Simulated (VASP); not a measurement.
**Tl3Cu under changes of volume**

One of the cells (26.763 Å³/atom); the others are scaled copies at fixed shape and fractional positions:

```
CELL_PARAMETERS angstrom
4.74824 0.00000 0.00000
0.00000 4.74824 0.00000
0.00000 0.00000 4.74824
ATOMIC_POSITIONS crystal
Tl 0.50000 0.50000 0.00000
Tl 0.50000 0.00000 0.50000
Tl 0.00000 0.50000 0.50000
Cu 0.00000 0.00000 0.00000
```

The cell comes from a database or a generator and needn't be the stable form of this composition.

```yaml
Program: VASP 6.6.1
Functional: PBE
Potentials_or_basis: VASP PAW PBE potentials, release 64 (Tl_d, Cu)
Cutoff: 520 eV
k_mesh: 6 × 6 × 6
Occupations: fermi-dirac, width 0.05 eV
Spin: no spin polarisation
```

```tsv
volume (Å³/atom)	energy over the lowest point (meV/atom)	pressure (GPa)
24.664	11.11	2.4
25.189	4.48	1.5
25.714	?	?
26.763	0.00	-0.6
27.288	2.72	-1.2
27.813	7.14	-1.6
```

Question: What does the run at 25.714 Å³/atom give?

Answer: Energy over the lowest point 0.60 meV/atom; pressure 0.7 GPa.

Worked out: A Birch-Murnaghan fit of order 3 (a polynomial in V^(-2/3)) to the other rows has its minimum at 26.30 Å³/atom with B0 = V·E''(V) = 33 GPa and B' = 5.0. It gives 0.62 meV/atom at 25.714 Å³/atom, against the run's 0.60, and -dE/dV = 0.8 GPa, against 0.7.

Energies are extrapolated to zero smearing.
